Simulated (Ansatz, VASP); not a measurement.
# Cross-check of LaCo3CuNi between VASP and Ansatz, part 2 of 2

Aim: how closely do two programs agree when they are given the same cell, functional and k mesh? The cell is invented: As first built, before any earlier steps moved the atoms (in the runner's words): it takes the LaCuNi4 structure with some of its atoms replaced by other elements, volume scaled by an estimate. It may not be a known or stable phase. The cell is taken from a series of VASP runs on this material, whose earlier steps may have relaxed, scaled or displaced it; both programs get it as it stands.

VASP 6.6.1 and Ansatz 0.2.0.

So far: Set-up; VASP: relaxation of cell and atoms, PBE.

## (3) Ansatz: relaxation of cell and atoms, PBE

Level of this step: Ansatz beside VASP: Kohn-Sham DFT, plane waves, PBE (Ansatz).

Ansatz runs on its default PAW (the set named soft_2) files.

The same cell, functional, mesh and smearing now go to Ansatz, which takes its cutoff from its data sets.

input.yaml

```yaml
crystal:
  lattice:
    - [4.9842140932, -2.3e-09, 0.0]
    - [-2.4921065505, 4.3164554147, 0.0]
    - [0.0, 0.0, 4.0789452858]
  atoms:
    - { symbol: La, position: [0.66666667, 0.33333333, 0.0] }
    - { symbol: Cu, position: [0.0, 0.0, 0.0], spin: 0.6 }
    - { symbol: Ni, position: [0.33333333, 0.66666667, 0.0], spin: 1.0 }
    - { symbol: Co, position: [0.663645355, 0.8318226725, 0.5], spin: 2.0 }
    - { symbol: Co, position: [0.1681773275, 0.8318226725, 0.5], spin: 2.0 }
    - { symbol: Co, position: [0.1681773275, 0.336354645, 0.5], spin: 2.0 }
hamiltonian:
  xc: pbe
  pseudopotentials: { kind: paw }
magnetization:
  spin_polarized: true
kpoints:
  mp_grid: { grid: [5, 5, 5] }
scf:
  occupations: { method: fermi_dirac, width: 0.05 }
relax:
  f_tol: 0.01
  max_steps: 60
  cell: { stress_tol: 0.05 }
output:
  forces: true
  stress: true
  write_density: true
  write_potential: true
  elf: true
  volumetric_format: npy
```

On the command line:

```sh
$ ansatz run input.yaml --threads 4 --pin off --max-ram 9216MiB --backend cpu --events-out ev --progress --plain --runs-dir out
```

Numbers of over 12 decimals in the logs are rounded to 6 here.

The program printed:

```text
Warning: the atoms were moved onto the symmetric positions of the space group found under crystal.symmetry.tolerance 1.0e-5 (fractional; no operation is sought that the atoms, as they stand in a round, miss by more than twice it, and no atom is moved by as much as it), and the run uses the moved positions. Before a round's move an operation carried an atom to 7.48e-8 Å from where it should land, the largest such dist [...]
Engine: ansatz 0.2.0, aarch64-unknown-linux-gnu
Pseudopotentials: kind: paw
Pseudopotential: La, paw, valence charge 11, recommended cutoff 420 eV (normal), La.paw.azcp
Pseudopotential: Cu, paw, valence charge 19, recommended cutoff 420 eV (normal), Cu.paw.azcp
Pseudopotential: Ni, paw, valence charge 18, recommended cutoff 420 eV (normal), Ni.paw.azcp
Pseudopotential: Co, paw, valence charge 17, recommended cutoff 420 eV (normal), Co.paw.azcp
Functional definition: PBE
  parameter kappa = 0.804
  parameter beta = 0.066725
  exchange = pbe_x(kappa = kappa, mu = beta*pi^2/3)
  correlation = pbe_c(beta = beta)
Crystal: 6 atoms, lattice volume = 87.755 Å³
Basis set: ecut = 420 eV, 1687 PW (Γ), exchange–correlation on 72×72×60 points (8 copies of the dense FFT grid, shifted against one another)
Bands: 64, of which v1, the nominal top of the filled ones, is band 50 counted from 1 (49 counted from 0)
Symmetry: 12 space group operations
Space group: P-6m2 (ITA 187), of the structure as read, at distance tolerance 4.4e-5 Å
Magnetic group: BNS 187.209 (UNI 1439), of the structure as read, at distance tolerance 4.4e-5 Å
k-points: 15 of 125 (time reversal used)
Non-local potential: La, projectors of the file, l = 0: 3, l = 1: 2, l = 2: 2, l = 3: 3
Non-local potential: Cu, projectors of the file, l = 0: 3, l = 1: 2, l = 2: 3, l = 3: 1
Non-local potential: Ni, projectors of the file, l = 0: 3, l = 1: 2, l = 2: 3, l = 3: 1
Non-local potential: Co, projectors of the file, l = 0: 3, l = 1: 2, l = 2: 3, l = 3: 1
PAW form: soft (Blöchl's): semilocal exchange-correlation on the pseudo side does not see the compensation charge
PAW one-centre angular grid: La, 590 points (default); XC on 64 Gauss nodes
PAW one-centre angular grid: Cu, 590 points (default); XC on 64 Gauss nodes
PAW one-centre angular grid: Ni, 590 points (default); XC on 64 Gauss nodes
PAW one-centre angular grid: Co, 590 points (default); XC on 64 Gauss nodes
Initial density: superposition of atomic densities (chi_scale 0.1, normalization cell, long waves kept (reshape's long-wave potential 0.00 eV rms))
Starting moments: Σ|m| = 7.6 μB on 5 of 6 sites
Initial wavefunctions: pseudopotential atomic-orbital guess
Functional: x = pbe(κ = 0.804, μ = 0.219515), c = pbe(β = 0.066725)
SCF iter   1: F=—  HF=-34102.755273 eV  |F-HF|=—  |Δ(HF+E_count)|=         —  Δρ=3.15e-1 (↑2.98e-1 ↓3.15e-1)  dr2=3.06e2  dr2_m=3.36e-1  M=5.623 μB ∫|m|=6.766 μB  β_m=0.30  ethr=3.10e-3  ⟨swp⟩=4.7  Hψ=6028  notcnv=0
Mixer restart at iter 1: flushing history
preconditioner: auto → Kerker (q_TF=auto, 2.784 Å⁻¹)  [metal: Δε(μ)=0.019 eV  Ē_g=5.375 eV  σ=0.050 eV  W_gap=0.09  n_scr=26 (ndim 8)  ℏωp=29.9 eV  f_vac=0.000  D(μ)=12.48/eV (n_scr^D=192)]
spin=Collinear: Kerker preconditioning applied to the charge; magnetization (m = ρ↑ − ρ↓) channel mixes plain (no charge-response kernel on spin).
SCF iter   2: F=—  HF=-34107.804507 eV  |F-HF|=—  |Δ(HF+E_count)|=    5.05e0  Δρ=1.45e-1 (↑1.39e-1 ↓1.45e-1)  dr2=3.67e1  dr2_m=1.19e-1  M=5.714 μB ∫|m|=6.556 μB  β_m=0.26  ethr=3.10e-3  ⟨swp⟩=4.0  Hψ=5591  notcnv=0  defer=13
SCF iter   3: F=—  HF=-34093.858296 eV  |F-HF|=—  |Δ(HF+E_count)|=    1.39e1  Δρ=7.49e-2 (↑6.99e-2 ↓7.49e-2)  dr2=9.81e0  dr2_m=1.12e-1  M=5.455 μB ∫|m|=6.456 μB  β_m=0.42  ethr=3.10e-3  ⟨swp⟩=3.0  Hψ=5009  notcnv=0  defer=156
SCF iter   4: F=—  HF=-34092.297758 eV  |F-HF|=—  |Δ(HF+E_count)|=    1.56e0  Δρ=2.35e-2 (↑1.07e-2 ↓2.35e-2)  dr2=6.23e-1  dr2_m=1.20e-1  M=5.016 μB ∫|m|=6.223 μB  β_m=0.71  ethr=3.10e-3  ⟨swp⟩=3.1  Hψ=4442  notcnv=0  defer=147
SCF iter   5: F=—  HF=-34093.770869 eV  |F-HF|=—  |Δ(HF+E_count)|=    1.47e0  Δρ=2.38e-2 (↑2.10e-2 ↓2.38e-2)  dr2=1.10e0  dr2_m=6.89e-2  M=4.728 μB ∫|m|=6.032 μB  β_m=0.85  ethr=6.29e-4  ⟨swp⟩=3.4  Hψ=3625  notcnv=0  defer=125
SCF iter   6: F=—  HF=-34094.081395 eV  |F-HF|=—  |Δ(HF+E_count)|=   3.11e-1  Δρ=2.67e-2 (↑1.50e-2 ↓2.67e-2)  dr2=1.27e0  dr2_m=5.18e-2  M=4.361 μB ∫|m|=5.746 μB  β_m=0.89  ethr=6.29e-4  ⟨swp⟩=2.3  Hψ=3076  notcnv=0  defer=125
SCF iter   7: F=—  HF=-34094.192268 eV  |F-HF|=—  |Δ(HF+E_count)|=         —  Δρ=3.01e-2 (↑3.01e-2 ↓2.69e-2)  dr2=1.76e0  dr2_m=4.00e-2  M=4.034 μB ∫|m|=5.428 μB  β_m=0.89  ethr=6.29e-4  ⟨swp⟩=3.2  Hψ=3960  notcnv=0  defer=125
Mixer restart at iter 7: flushing history
SCF iter   8: F=—  HF=-34095.316410 eV  |F-HF|=—  |Δ(HF+E_count)|=    1.12e0  Δρ=7.25e-2 (↑4.97e-2 ↓7.25e-2)  dr2=8.02e0  dr2_m=1.14e-1  M=3.857 μB ∫|m|=5.282 μB  β_m=0.49  ethr=6.29e-4  ⟨swp⟩=4.2  Hψ=5291  notcnv=0  defer=140  recentre
SCF iter   9: F=—  HF=-34093.971324 eV  |F-HF|=—  |Δ(HF+E_count)|=    1.35e0  Δρ=1.01e-2 (↑1.01e-2 ↓8.85e-3)  dr2=2.32e-1  dr2_m=7.52e-3  M=3.988 μB ∫|m|=5.394 μB  β_m=0.59  ethr=6.29e-4  ⟨swp⟩=3.9  Hψ=4722  notcnv=0  defer=141
[...]
SCF iter  19: F=—  HF=-34093.937543 eV  |F-HF|=—  |Δ(HF+E_count)|=   1.81e-8  Δρ=7.97e-6 (↑6.39e-6 ↓7.97e-6)  dr2=1.18e-7  dr2_m=1.70e-9  M=3.952 μB ∫|m|=5.374 μB  β_m=0.78  ethr=8.75e-11  ⟨swp⟩=2.0  Hψ=2907  notcnv=0  defer=134
SCF iter  20: F=-34093.937543 eV  HF=-34093.937543 eV  |F-HF|=5.09e-8  |Δ(HF+E_count)|=   1.51e-8  Δρ=5.70e-6 (↑3.00e-6 ↓5.70e-6)  dr2=5.00e-8  dr2_m=1.96e-9  M=3.952 μB ∫|m|=5.374 μB  ethr=8.75e-11  ⟨swp⟩=7.0  Hψ=11812  notcnv=0
SCF 1 converged in 20 iterations: F = -34093.937543 eV  dr2 = 5.00e-8
  greatest PAW one-centre occupation: 1.001 electrons in one spin orbital (limit 2), on the Co atom at site 3 (counted from 0), in its partial waves of l = 1
relax step   1: F+E_penalty+E_count = -34093.93754270 eV  Δ(F+E_penalty+E_count) = +0.000e0 eV  max|allowed force component| = 6.495e-3 eV/Å  Δτ_max = 0.0000 Å  P = +0.631 GPa  Ω = 87.755 Å³  (20 SCF iters, dr2 threshold 1.00e-7 eV, accepted)
[...]
relax step   2: F+E_penalty+E_count = -34093.93825288 eV  Δ(F+E_penalty+E_count) = -7.102e-4 eV  max|allowed force component| = 3.692e-3 eV/Å  Δτ_max = 0.0000 Å  P = +0.171 GPa  Ω = 88.075 Å³  energy of the carried Pulay correction = -1.746e-4 eV  (10 SCF iters, dr2 threshold 6.00e-7 eV, accepted)
[...]
relax step   3: F+E_penalty+E_count = -34093.93835592 eV  Δ(F+E_penalty+E_count) = -1.030e-4 eV  max|allowed force component| = 3.090e-3 eV/Å  Δτ_max = 0.0001 Å  P = -0.012 GPa  Ω = 88.205 Å³  energy of the carried Pulay correction = -2.467e-4 eV  (9 SCF iters, dr2 threshold 3.40e-7 eV, accepted)
[...]
relax step   4: F+E_penalty+E_count = -34093.93836506 eV  Δ(F+E_penalty+E_count) = -9.141e-6 eV  max|allowed force component| = 1.222e-2 eV/Å  Δτ_max = 0.0013 Å  P = -0.000 GPa  Ω = 88.193 Å³  energy of the carried Pulay correction = -2.411e-4 eV  (9 SCF iters, dr2 threshold 9.82e-9 eV, accepted)
[...]
relax step   5: F+E_penalty+E_count = -34093.93837893 eV  Δ(F+E_penalty+E_count) = -1.387e-5 eV  max|allowed force component| = 7.519e-4 eV/Å  Δτ_max = 0.0009 Å  P = -0.003 GPa  Ω = 88.198 Å³  energy of the carried Pulay correction = -2.439e-4 eV  (10 SCF iters, dr2 threshold 9.33e-9 eV, accepted)
[...]
relax step   6: F+E_penalty+E_count = -34093.93861927 eV  Δ(F+E_penalty+E_count) = -2.403e-4 eV  max|allowed force component| = 7.473e-4 eV/Å  Δτ_max = 0.0000 Å  P = -0.001 GPa  Ω = 88.198 Å³  stress off target by 6.33e-3 GPa  SCF on the basis re-selected at this cell (its energy is not comparable with the rows above)  (12 SCF iters)
basis re-selected at this cell: Δ(F+E_penalty+E_count) = -2.403e-4 eV, ΔP = +0.002 GPa vs the last step (what re-selecting the basis moved, of the pressure what is left beyond the Pulay correction that the steps carried, after the strain that the cell walked since its last selection, with what the two solves' SCF thresholds leave and, on support functions, any second-order correction that the steps lacked; it is no m [...]
SCF converged after 12 iterations
Magnetization: 3.9908 μB (51.4954 up, 47.5046 down)
Absolute magnetization: 5.4139 μB (∫|ρ↑−ρ↓|, with the PAW one-centre terms)
Spin contamination: 0.2706 ħ² per cell (⟨S²⟩ above its minimum at these occupations)
Per-site moments (μB) at R_I (Å): [(-0.141417, 1.187838), (0.00342043, 1.035313), (0.303820, 1.029372), (1.440677, 1.019754), (1.440677, 1.019754), (1.440677, 1.019754)]
Free energy (F): -34093.938619 eV
Harris-Foulkes:  -34093.938619 eV  (|F-HF|=3.64e-11)
Internal energy: -34093.880602 eV  (E = F + TS)
E sigma→0 (E₀):  -34093.909611 eV
Entropy (-TS):   -0.058017 eV (-9.669 meV/atom)
Fermi energy:    15.820031 eV
--- Per-component energies (eV) ---
  E_band       = -1554.747139
  E_kinetic    = 2139.124345
  E_local      = -19912.588634  (includes V_loc(G=0)·N_el)
  E_nonlocal   = 2484.538419
  E_hartree    = 8616.048661
  E_xc         = -790.615892
  E_vxc        = -987.789144  (∫ρ·V_xc dr)
  E_paw        = -13256.405161  (= ΣΔE_a)
  E_vpaw       = -2510.130506  (= ΣTr[D̂ρ^β])
  E_aug_tail   = 0.001038  (compensation charges beyond the density's cutoff)
  E_ewald      = -13373.983378
  E_smearing   = -0.058017  (= −TS)
  E_closure    = 0.000000  (closes the sum)
  Σ components = -34093.938619   (vs F -34093.938619, Δ=0.00e0)
--- Forces (eV/Å), atoms counted from 1 ---
  atom   1  La     0.00000000    -0.00000000     0.00000000
  atom   2  Cu    -0.00000000    -0.00000000     0.00000000
  atom   3  Ni    -0.00000000     0.00000000    -0.00000000
  atom   4  Co    -0.00064717    -0.00037364     0.00000000
  atom   5  Co     0.00064717    -0.00037364     0.00000000
  atom   6  Co     0.00000000     0.00074729    -0.00000000
  max |Σ_I F_I| component: 2.03e-17 eV/Å
--- Stress (GPa, compression-positive) ---
       -0.004618       0.000000       0.000000
        0.000000      -0.004618      -0.000000
        0.000000      -0.000000       0.006331
  P = ⅓ Tr σ = -0.0010 GPa (-0.010 kbar)
--- Band table (eV; the first three rows and the last of 30) ---
  k-point 0 ↑: bands = [... 46 lower, 14.6584, 15.1093, 15.1093, 15.6120, 15.9377, 16.8819, 16.9672, 16.9672, ... 10 higher]
  k-point 1 ↑: bands = [... 46 lower, 14.7100, 14.8569, 14.8569, 15.3353, 15.6121, 16.0413, 16.6832, 16.6832, ... 10 higher]
  k-point 2 ↑: bands = [... 46 lower, 14.6538, 14.6538, 15.0790, 15.0790, 15.6122, 15.8914, 15.8914, 16.4185, ... 10 higher]
  k-point 14 ↓: bands = [... 46 lower, 15.4756, 15.8135, 16.0152, 16.1074, 16.3281, 16.8106, 16.8593, 17.4054, ... 10 higher]
--- Relaxed structure (5 steps of the walk, 5 accepted, 1 SCFs on fresh bases) ---
  F+E_penalty+E_count = -34093.93861927 eV   max|allowed force component| = 7.473e-4 eV/Å   (the final SCF, on the basis selected at the relaxed cell)
  cell:  # Å, volume = 88.1985 Å³
    - [4.987626, -2.877703568951574e-7, 0.0]
    - [-2.493813, 4.319411, 0.0]
    - [0.0, 0.0, 4.093952]
  atoms:
    - { symbol: La, position: [0.666667, 0.333333, 0.0] }
    - { symbol: Cu, position: [-2.2614855274918334e-17, 5.551484716773962e-17, 0.0] }
    - { symbol: Ni, position: [0.333333, 0.666667, 0.0] }
    - { symbol: Co, position: [0.663768, 0.831884, 0.500000] }
    - { symbol: Co, position: [0.168116, 0.831884, 0.500000] }
    - { symbol: Co, position: [0.168116, 0.336232, 0.500000] }
```

The job ended after 84 s (4 threads of Arm Neoverse N1, shared host; peak memory 0.6 GiB).

## (4) Comparison

Known differences besides the potentials themselves: both relaxations stop at a tolerance, which leaves soft axes loose, and VASP keeps its plane-wave basis; the data sets hold 99 valence electrons in Ansatz (default PAW (the set named soft_2) files) and 59 in VASP; the cutoff is 420 eV in Ansatz and 400 eV in VASP; VASP leaves aspherical gradient terms in its spheres out (LASPH is not set), Ansatz keeps them; Ansatz adds a Pulay correction to the stress that steers its cell, VASP none; site moments are counted in spheres of each program's own size. Total energies have different zeros and are not compared.

Both answers:

| quantity | Ansatz | VASP | difference |
| --- | --- | --- | --- |
| volume (Å³) | 88.20 | 87.75 | +0.51 % |
| edge a after relaxation, in the typed setting (Å) | 4.988 | 4.984 | +0.07 % |
| edge c after relaxation, in the typed setting (Å) | 4.094 | 4.079 | +0.37 % |
| total moment (μB) | 3.99 | 3.88 | +0.11 |
| moment on Co4 (μB) | 1.44 | 1.38 | +0.06 |
| moment on Co5 (μB) | 1.44 | 1.38 | +0.06 |
| moment on Co6 (μB) | 1.44 | 1.38 | +0.06 |
| moment on Ni3 (μB) | 0.30 | 0.27 | +0.03 |
| moment on La1 (μB) | -0.14 | -0.19 | +0.05 |

The walks stopped with 0.00 GPa left in Ansatz and 0.03 GPa in VASP; each walk ends within a tolerance, so the volume difference is uncertain by about these residues over the bulk modulus, most in soft cells.

## (5) Outcome

* difference in volume (relaxation of cell and atoms, PBE): 0.51 %

In words: The difference in volume is 0.51 % (relaxation of cell and atoms, PBE), within the 1.2 % picked in this series as the mark of a large difference, as far as the stopping tolerances let one tell. How closely two codes agree says nothing of how well the functional describes the real material.

[Lines on the potential files, build, host, timing and source positions are cut from VASP's logs without a mark.]

[Logs are printed without paths, hosts, clocks, repeated set-up lines and the standing remarks that a program may print on its own settings, such as how far it seeks lower states.]

[Hosts, paths, dates, database ids (printed as entryN), source tags and the programs' standing remarks are cut or masked in the printed files.]
